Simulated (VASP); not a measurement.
Calculation: PBE GGA with D3 dispersion (Becke-Johnson damping), VASP's PBE PAW potentials (set 64) (plane waves; VASP).

Gaps are without spin-orbit coupling.

Question: Order these relaxed crystals by band gap, smallest first: ZnO, P6_3mc (186); Se, P3_121 (152); BeS, F-43m (216); SrTiO3, Pm-3m (221).

Answer: Se, P3_121 (152) (0.47 eV), ZnO, P6_3mc (186) (0.75 eV), SrTiO3, Pm-3m (221) (1.84 eV), BeS, F-43m (216) (3.06 eV)
